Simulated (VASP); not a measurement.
# Which native defect does NbSi2 form most easily?, part 6 of 7

Which native defect is cheapest in NbSi2, and how does that change with the growth condition? The start is a cell from a database of measured crystal structures.

VASP 6.6.1, plane waves and PAW; the level of theory is named at each step.

So far, formation energy of the neutral defect (eV): step 7 (this defect's formation energies, 35 atoms, defect vacancy …) 4.00; step 9 (Nb12Si23, element Si, defect Si vacancy) 2.85.

**10. The defect cell, 36 atoms, defect Nb on the Si site**

This step: LDA; plane waves and PAW (Nb_pv, Si) (VASP 6.6.1).

System of this step: Nb13Si23. The cell holds 36 atoms: 13 Nb and 23 Si. Its edges and angles: a = 10.521 Å, b = 10.521 Å, c = 8.099 Å, α = 120.3°, β = 120.3°, γ = 102.9°. It derives from NbSi2. Nearest the centre at fractional (0.163, 0.243, 0.239): Nb13 at 0.00 Å, Si33 at 2.55 Å, Si20 at 2.55 Å, Nb6 at 2.60 Å, Nb9 at 2.60 Å, Si26 at 2.62 Å, Nb3 at 2.71 Å, Nb1 at 2.71 Å.

INCAR

```
SYSTEM = Nb13Si23
PREC = Normal
ENCUT = 300
EDIFF = 1E-05
NELM = 120
ISMEAR = 1
SIGMA = 0.2
LREAL = Auto
ALGO = Fast
GGA = CA
NBANDS = 144
LASPH = .TRUE.
LORBIT = 11
LWAVE = .FALSE.
LCHARG = .TRUE.
KPAR = 4
NCORE = 2
IBRION = 2
NSW = 50
ISIF = 2
EDIFFG = -0.03
POTIM = 0.4
MAXMIX = 40
ISYM = 2
```

POSCAR

```
Nb13Si23
1.0
   -7.1237943943      4.1129246112      6.5598623299
    7.1237943943     -4.1129246112      6.5598623299
    2.3745981315      4.1129246112     -6.5598623299
Nb Si
13 23
Direct
    0.3333333300      0.0833333300      0.2500000000
    0.8333333300      0.5833333300      0.2500000000
    0.8333333300      0.0833333300      0.7500000000
    0.3333333300      0.5833333300      0.7500000000
    0.6666666700      0.6666666700      0.5000000000
    0.1666666700      0.1666666700      0.5000000000
    0.1666666700      0.6666666700      0.0000000000
    0.6666666700      0.1666666700      0.0000000000
    0.2500000000      0.5000000000      0.2500000000
    0.7500000000      0.0000000000      0.2500000000
    0.7500000000      0.5000000000      0.7500000000
    0.2500000000      0.0000000000      0.7500000000
    0.1630141400      0.2426949500      0.2390424200
    0.6630141400      0.7426949500      0.2390424200
    0.6630141400      0.2426949500      0.7390424200
    0.1630141400      0.7426949500      0.7390424200
    0.8369858600      0.4963474700      0.5000000000
    0.3369858600      0.9963474700      0.5000000000
    0.3369858600      0.4963474700      0.0000000000
    0.8369858600      0.9963474700      0.0000000000
    0.5906383900      0.6703191900      0.7609575800
    0.0906383900      0.1703191900      0.7609575800
    0.0906383900      0.6703191900      0.2609575800
    0.5906383900      0.1703191900      0.2609575800
    0.5036525300      0.4239717200      0.7609575800
    0.0036525300      0.9239717200      0.7609575800
    0.0036525300      0.4239717200      0.2609575800
    0.5036525300      0.9239717200      0.2609575800
    0.4963474700      0.8369858600      0.5000000000
    0.9963474700      0.3369858600      0.5000000000
    0.9963474700      0.8369858600      0.0000000000
    0.4963474700      0.3369858600      0.0000000000
    0.4093616100      0.3296808100      0.2390424200
    0.9093616100      0.8296808100      0.2390424200
    0.9093616100      0.3296808100      0.7390424200
    0.4093616100      0.8296808100      0.7390424200
```

KPOINTS

```
Automatic mesh
0
Gamma
5 5 5
0 0 0
```

PAW data sets: Nb_pv and Si (LDA family, release 64).

The run is started by

```console
$ mpirun -np 8 vasp_std
```

Log:

```text
[... set-up lines as in an earlier step ...]
 entering main loop
       N       E                     dE             d eps       ncg     rms          rms(c)
DAV:   1     0.166367276026E+04    0.16637E+04   -0.79074E+04 18360   0.107E+03
DAV:   2    -0.116794577936E+03   -0.17805E+04   -0.17267E+04 18208   0.459E+02
DAV:   3    -0.301377209964E+03   -0.18458E+03   -0.17396E+03 24784   0.105E+02
DAV:   4    -0.312378187049E+03   -0.11001E+02   -0.10742E+02 24224   0.283E+01
[...]
RMM:  16    -0.302074583391E+03    0.18416E-03   -0.10327E-03 22025   0.690E-02    0.859E-02
RMM:  17    -0.302074597976E+03   -0.14585E-04   -0.23709E-04 21217   0.338E-02    0.242E-02
RMM:  18    -0.302074604994E+03   -0.70171E-05   -0.86502E-05 15237   0.143E-02
   1 F= -.30207460E+03 E0= -.30207037E+03  d E =-.302075E+03
[... from here on, the cycles between the ionic steps are left out ...]
   2 F= -.30241765E+03 E0= -.30241343E+03  d E =-.343042E+00
   3 F= -.30243531E+03 E0= -.30243113E+03  d E =-.360701E+00
   4 F= -.30249164E+03 E0= -.30248771E+03  d E =-.563300E-01
   5 F= -.30250998E+03 E0= -.30250628E+03  d E =-.746719E-01
   6 F= -.30252131E+03 E0= -.30251772E+03  d E =-.113292E-01
   7 F= -.30252402E+03 E0= -.30252051E+03  d E =-.140373E-01
   8 F= -.30252672E+03 E0= -.30252324E+03  d E =-.270505E-02
 trial-energy change:   -0.002705  1 .order   -0.002652   -0.004306   -0.000998
 step:   1.8052(harm=  1.8518)  dis= 0.00454  next Energy=  -302.526856 (dE=-0.284E-02)
 reached required accuracy - stopping structural energy minimisation
```

Run time: 14 min. Hardware: 8 MPI ranks of Intel Xeon 6975P-C (Granite Rapids), shared host; peak memory 5.2 GiB.

From OUTCAR (step 10):

```text
  Total        5.5660488      5.8684354     13.8906258     -0.2335053     -0.1258543      0.3320705
  in kB       17.3993094     18.3445611     43.4216990     -0.7299308     -0.3934170      1.0380429
  external PRESSURE =      26.3885232 kB  Pullay stress =       0.0000000 kB

 POSITION                                       TOTAL-FORCE (eV/Angst)
 -----------------------------------------------------------------------------------
     -1.21059      2.07444      1.12998        -0.018126     -0.012662      0.005424
     -1.19892      2.05462      7.64844         0.007770      0.012174     -0.004532
     -3.55797      6.14021      1.05423        -0.013996     -0.005587     -0.006400
      3.58884      2.06812      1.09829         0.010762      0.004399      0.004377
      1.18960      2.05413      5.48746        -0.007130      0.006830     -0.003275
      1.17949      2.09997     -1.21348        -0.000034     -0.003154     -0.021589
      5.94641      2.04858     -1.08633        -0.000900     -0.008866      0.018918
     -1.17814      6.16320     -1.09228         0.005327     -0.008754      0.023334
      2.40974     -0.01995      3.37900        -0.001202      0.007497      0.005510
      2.37812      0.01835      9.81408        -0.005426      0.001788     -0.008438
     -0.00176      4.11528      3.29495         0.000625      0.001325      0.011634
      7.12008     -0.00656      3.27968         0.000632     -0.012161     -0.014212
      1.20705      0.69867      1.09020         0.005543      0.003467     -0.013161
      1.12018      0.64998      7.65148         0.003466     -0.004237     -0.013025
[...]
-----------------------------------------------------------------------------------
    total drift:                               -0.006599     -0.004964      0.010163

  FREE ENERGIE OF THE ION-ELECTRON SYSTEM (eV)
  ---------------------------------------------------
  free  energy   TOTEN  =      -302.5267202414 eV

  energy  without entropy=     -302.5162817114  energy(sigma->0) =     -302.52324073

[... 2 parts as in an earlier step ...]

[... 2 further parts left out ...]
[key lines of the parts left out:]
E-fermi :   8.9652
```

Relaxation path:

| step | energy less that of the first step (eV) | largest force (eV/Å) |
| --- | --- | --- |
| 1 | 0.0000 | 2.0309 |
| 2 | -0.3430 | 0.5999 |
| 3 | -0.3607 | 0.7634 |
| 4 | -0.4170 | 0.3800 |
| 5 | -0.4354 | 0.1770 |
| 6 | -0.4467 | 0.0777 |
| 7 | -0.4494 | 0.0853 |
| 8 | -0.4521 | 0.0282 |

The atoms that moved most (Å):

| atom | dx | dy | dz | length |
| --- | --- | --- | --- | --- |
| Nb6 | -0.008 | 0.044 | -0.120 | 0.128 |
| Nb9 | 0.035 | -0.020 | 0.099 | 0.107 |
| Nb13 | 0.072 | 0.043 | -0.003 | 0.084 |
| Si22 | 0.038 | 0.026 | -0.065 | 0.080 |
| Si33 | -0.030 | 0.038 | 0.053 | 0.071 |
| Si20 | 0.019 | -0.032 | -0.060 | 0.070 |
| Si26 | -0.049 | -0.022 | 0.002 | 0.054 |
| Si21 | -0.027 | -0.046 | -0.007 | 0.054 |

The relaxed structure:

```
Nb Si
1.0
    -7.12379    4.11292    6.55986
     7.12379   -4.11292    6.55986
     2.37460    4.11292   -6.55986
Nb Si
13 23
Direct
  0.33831 0.08477 0.25083
  0.83275 0.58164 0.24844
  0.82681 0.07899 0.74509
  0.33513 0.58726 0.75496
  0.66798 0.66836 0.49982
  0.16280 0.15933 0.50711
  0.16624 0.66776 0.99961
  0.66599 0.16733 0.99984
  0.25513 0.51004 0.25006
  0.75027 0.99953 0.25372
  0.75143 0.50110 0.75024
  0.24918 0.99919 0.74841
  0.16803 0.25264 0.25448
  0.66222 0.74065 0.23646
  0.66425 0.24462 0.74088
  0.16231 0.74191 0.73725
  0.83898 0.49686 0.50168
  0.33696 0.99727 0.49968
  0.33887 0.49625 0.99879
  0.82857 0.99183 0.99621
  0.58452 0.66416 0.74972
  0.08894 0.17103 0.76980
  0.09099 0.67115 0.26120
  0.59432 0.17197 0.26259
  0.49896 0.41922 0.75476
  0.00109 0.91758 0.75171
  0.00572 0.42334 0.25935
  0.50315 0.92386 0.26068
  0.49641 0.83975 0.50128
  0.99669 0.33196 0.49536
  0.99873 0.84243 0.00399
  0.49662 0.33670 0.99962
  0.41796 0.33287 0.24282
  0.90365 0.82369 0.23282
  0.91052 0.33125 0.74125
  0.40955 0.83172 0.73950
```

The run ended after 8 ionic steps, 0.452 eV below its first step, once the forces on the free atoms met EDIFFG = -0.03.

The 10 first neighbours (Nb and Si) lie 2.68 Å from the site on average (2.55 to 2.80) in the perfect crystal and 2.72 Å on average from the atom on it after the relaxation (+1.7 %, spread from 2.64 to 2.78 Å).

**11. This defect's formation energies, 36 atoms, defect substitution, element Si**

This step: point defect, LDA; plane waves and PAW (VASP 6.6.1).

Derived from the runs above.

Formation energy:

| formation energy (eV) | largest move (Å) |
| --- | --- |
| 2.307 | 0.128 |

E_f is E(defect cell) less E(perfect cell), corrected for the atoms exchanged with their references.

References, in eV an atom: Nb -11.136 (crystal Im-3m) and Si -5.958 (crystal Fd-3m). They were run at the supercell's cutoff and functional, without U, and count both elements from their own phases.

The formation energy is 2.307 eV, and the largest move of an atom 0.13 Å.

**12. The defect cell, 36 atoms, defect Si on the Nb site**

This step: LDA; plane waves and PAW (Si, Nb_pv) (VASP 6.6.1).

System of this step: Nb11Si25. The cell holds 36 atoms: 25 Si and 11 Nb. Its edges and angles: a = 10.521 Å, b = 10.521 Å, c = 8.099 Å, α = 120.3°, β = 120.3°, γ = 102.9°. It derives from NbSi2. Nearest the centre at fractional (0.333, 0.083, 0.250): Si1 at 0.00 Å, Si7 at 2.60 Å, Si20 at 2.60 Å, Si13 at 2.60 Å, Si22 at 2.60 Å, Si4 at 2.71 Å, Si15 at 2.71 Å, Si17 at 2.71 Å.

INCAR: that of step 10 with these lines changed.

```diff
@@ -1,2 +1,2 @@
-SYSTEM = Nb13Si23
+SYSTEM = Nb11Si25
 PREC = Normal
@@ -10,3 +10,3 @@
 GGA = CA
-NBANDS = 144
+NBANDS = 136
 LASPH = .TRUE.
```

POSCAR: that of step 10 with these lines changed.

```diff
@@ -1,2 +1,2 @@
-Nb13Si23
+Nb11Si25
 1.0
@@ -5,17 +5,6 @@
     2.3745981315      4.1129246112     -6.5598623299
-Nb Si
-13 23
+Si Nb
+25 11
 Direct
     0.3333333300      0.0833333300      0.2500000000
-    0.8333333300      0.5833333300      0.2500000000
-    0.8333333300      0.0833333300      0.7500000000
-    0.3333333300      0.5833333300      0.7500000000
-    0.6666666700      0.6666666700      0.5000000000
-    0.1666666700      0.1666666700      0.5000000000
-    0.1666666700      0.6666666700      0.0000000000
-    0.6666666700      0.1666666700      0.0000000000
-    0.2500000000      0.5000000000      0.2500000000
-    0.7500000000      0.0000000000      0.2500000000
-    0.7500000000      0.5000000000      0.7500000000
-    0.2500000000      0.0000000000      0.7500000000
     0.1630141400      0.2426949500      0.2390424200
@@ -44 +33,12 @@
     0.4093616100      0.8296808100      0.7390424200
+    0.8333333300      0.5833333300      0.2500000000
+    0.8333333300      0.0833333300      0.7500000000
+    0.3333333300      0.5833333300      0.7500000000
+    0.6666666700      0.6666666700      0.5000000000
+    0.1666666700      0.1666666700      0.5000000000
+    0.1666666700      0.6666666700      0.0000000000
+    0.6666666700      0.1666666700      0.0000000000
+    0.2500000000      0.5000000000      0.2500000000
+    0.7500000000      0.0000000000      0.2500000000
+    0.7500000000      0.5000000000      0.7500000000
+    0.2500000000      0.0000000000      0.7500000000
```

KPOINTS is that of step 10.

Potentials, in the order of the species: Si and Nb_pv (LDA family, release 64).

The run is started by

```console
$ mpirun -np 8 vasp_std
```

Log:

```text
[banner, memory and clock lines left out]
running    8 mpi-ranks, on    1 nodes
[...]
LDA part: xc-table for (Slater(with rela. corr.)+CA(PZ))
 , standard interpolation
 POSCAR, INCAR and KPOINTS ok, starting setup
[...]
entering main loop
       N       E                     dE             d eps       ncg     rms          rms(c)
DAV:   1     0.143149244987E+04    0.14315E+04   -0.73336E+04 10848   0.104E+03
DAV:   2    -0.143105691720E+03   -0.15746E+04   -0.15238E+04 11104   0.431E+02
DAV:   3    -0.290784844960E+03   -0.14768E+03   -0.13935E+03 14608   0.100E+02
DAV:   4    -0.298928655621E+03   -0.81438E+01   -0.79135E+01 14040   0.246E+01
[...]
RMM:  15    -0.289650601871E+03   -0.88435E-05   -0.27666E-04 11155   0.313E-02    0.782E-02
RMM:  16    -0.289650600309E+03    0.15624E-05   -0.13313E-04  9566   0.221E-02    0.455E-02
RMM:  17    -0.289650601891E+03   -0.15820E-05   -0.68476E-05  7612   0.132E-02
   1 F= -.28965060E+03 E0= -.28964873E+03  d E =-.289651E+03
[... from here on, the cycles between the ionic steps are left out ...]
   2 F= -.28973385E+03 E0= -.28973188E+03  d E =-.832491E-01
   3 F= -.28979156E+03 E0= -.28978915E+03  d E =-.140962E+00
   4 F= -.28979178E+03 E0= -.28978933E+03  d E =-.141181E+00
   5 F= -.28980942E+03 E0= -.28980690E+03  d E =-.176378E-01
   6 F= -.28980992E+03 E0= -.28980738E+03  d E =-.181397E-01
   7 F= -.28981379E+03 E0= -.28981127E+03  d E =-.386360E-02
   8 F= -.28981483E+03 E0= -.28981235E+03  d E =-.491058E-02
   9 F= -.28981598E+03 E0= -.28981347E+03  d E =-.115016E-02
 trial-energy change:   -0.001150  1 .order   -0.001095   -0.001744   -0.000446
 step:   2.0697(harm=  2.2066)  dis= 0.00397  next Energy=  -289.816042 (dE=-0.121E-02)
 reached required accuracy - stopping structural energy minimisation
```

Elapsed: 8 min, on 8 MPI ranks; peak memory 3.7 GiB; 64 min of CPU time.

Parts of OUTCAR (step 12):

```text
  Total        0.5554709     -4.9215347      2.1559979      4.3563615      0.0000000     -0.0000000
  in kB        1.7363861    -15.3845766      6.7395876     13.6178615      0.0000000     -0.0000000
  external PRESSURE =      -2.3028676 kB  Pullay stress =       0.0000000 kB

 POSITION                                       TOTAL-FORCE (eV/Angst)
 -----------------------------------------------------------------------------------
     -1.18730      2.05646      1.09521         0.000000      0.000000      0.022583
      1.17132      0.65706      1.06606        -0.002690      0.017056      0.003260
      1.14405      0.66058      7.65597         0.014212      0.016868     -0.003260
     -1.22036      4.79907      1.11991         0.003101     -0.018169     -0.002716
      5.81898      0.61980      1.09207        -0.002073     -0.006746      0.002718
     -1.23817      3.45453      5.46292         0.001256     -0.013493      0.005396
      5.92341     -0.70550      5.44811        -0.003233     -0.011273      0.008734
      1.14054     -0.63816      5.46710         0.000519     -0.003315      0.009631
      1.15854     -0.65261     12.01395        -0.002411      0.005664      0.008192
      2.38013      2.80506      3.29102         0.001931     -0.005496     -0.011023
      2.36566      2.78887     -3.26919        -0.001136      0.007878      0.004281
      4.73469     -1.31250      3.27210         0.008415     -0.009644     -0.005431
     -2.35689      2.74110      3.30091        -0.001029      0.000071     -0.015469
      1.30481      3.49312      1.09207         0.002073      0.006746      0.002718
[...]
-----------------------------------------------------------------------------------
    total drift:                               -0.000014      0.000027     -0.003116

  FREE ENERGIE OF THE ION-ELECTRON SYSTEM (eV)
  ---------------------------------------------------
  free  energy   TOTEN  =      -289.8159833427 eV

  energy  without entropy=     -289.8084454217  energy(sigma->0) =     -289.81347070

[... 3 parts as in an earlier step ...]

[... 1 further part left out ...]
[key lines of the parts left out:]
E-fermi :   9.2382
```

The steps of the relaxation:

| step | energy less that of the first step (eV) | largest force (eV/Å) |
| --- | --- | --- |
| 1 | 0.0000 | 0.5107 |
| 2 | -0.0832 | 0.3550 |
| 3 | -0.1410 | 0.2816 |
| 4 | -0.1412 | 0.3095 |
| 5 | -0.1588 | 0.0977 |
| 6 | -0.1593 | 0.0902 |
| 7 | -0.1632 | 0.0503 |
| 8 | -0.1642 | 0.0625 |
| 9 | -0.1654 | 0.0226 |

The atoms that moved most (Å):

| atom | dx | dy | dz | length |
| --- | --- | --- | --- | --- |
| Si14 | 0.065 | 0.036 | -0.001 | 0.075 |
| Si5 | -0.065 | -0.036 | -0.001 | 0.075 |
| Si22 | -0.018 | 0.061 | 0.021 | 0.067 |
| Si13 | 0.018 | -0.061 | 0.021 | 0.067 |
| Si7 | 0.039 | -0.050 | -0.018 | 0.066 |
| Si20 | -0.039 | 0.050 | -0.018 | 0.066 |
| Si17 | -0.036 | -0.002 | -0.027 | 0.045 |
| Si2 | 0.036 | 0.002 | -0.027 | 0.045 |

The relaxed structure:

```xyz
36
Lattice="-7.1238 4.1129 6.5599 7.1238 -4.1129 6.5599 2.3746 4.1129 -6.5599" Properties=species:S:1:pos:R:3 pbc="T T T"
Si   -1.1873    2.0565    1.0952
Si    1.1713    0.6571    1.0661
Si    1.1440    0.6606    7.6560
Si   -1.2204    4.7991    1.1199
Si    5.8190    0.6198    1.0921
Si   -1.2382    3.4545    5.4629
Si    5.9234   -0.7055    5.4481
Si    1.1405   -0.6382    5.4671
Si    1.1585   -0.6526   12.0140
Si    2.3801    2.8051    3.2910
Si    2.3657    2.7889   -3.2692
Si    4.7347   -1.3125    3.2721
Si   -2.3569    2.7411    3.3009
Si    1.3048    3.4931    1.0921
Si    8.3442   -0.6861    1.1199
Si    3.6051   -0.6606    1.0961
Si    3.5779   -0.6571    7.6259
Si    3.5907    0.6526    5.4541
Si   -3.5151    4.7511    5.4671
Si   -1.1742    0.7055   12.0080
Si   -1.1364    0.6584    5.4629
Si   -0.0177    1.3718    3.3009
Si    0.0145    1.3125    9.8320
Si   -2.3657    5.4370    3.2907
Si    4.7437    1.3079    3.2910
Nb   -1.1873    2.0565    7.6492
Nb   -3.5619    6.1694    1.0952
Nb    3.5619    2.0565    1.0927
Nb    1.1902    2.0893    5.4824
Nb    1.1850    2.0695   -1.0976
Nb    3.5642   -2.0695    5.4623
Nb   -3.5648    2.0237    5.4824
Nb    2.3509    0.0170    3.2703
Nb   -4.7255    4.0960    3.2703
Nb    0.0074    4.0956    3.2766
Nb   -0.0074    4.1303   -3.2833
```

The run ended after 9 ionic steps, 0.165 eV below its first step, once the forces on the free atoms met EDIFFG = -0.03.

The 10 first neighbours (Si) lie 2.68 Å from the site on average (2.60 to 2.80) in the perfect crystal and 2.71 Å on average from the atom on it after the relaxation (+0.9 %, spread from 2.59 to 2.88 Å).

**13. This defect's formation energies, 36 atoms, defect substitution, element Nb**

This step: point defect, LDA; plane waves and PAW (VASP 6.6.1).

Derived from the runs above.

E_f is E(defect cell) less E(perfect cell), corrected for the atoms exchanged with their references.

References, in eV an atom: Nb -11.136 (crystal Im-3m) and Si -5.958 (crystal Fd-3m). They were run at the supercell's cutoff and functional, without U, and count both elements from their own phases.

The formation energy is 4.660 eV, and the largest move of an atom 0.07 Å.

(Part 6 of 7 ends here.)

[Lines on the potential files, build, host, timing and source positions are cut from VASP's logs without a mark.]

[Logs are printed without paths, hosts, clocks, repeated set-up lines and the standing remarks that a program may print on its own settings, such as how far it seeks lower states.]

[Hosts, paths, dates, database ids (printed as entryN), source tags and the programs' standing remarks are cut or masked in the printed files.]

[In band tables of VASP the shares of atoms and orbitals are scaled to a sum of 1 inside the atoms' spheres.]

[Runs that stopped without an error message from VASP are left out.]
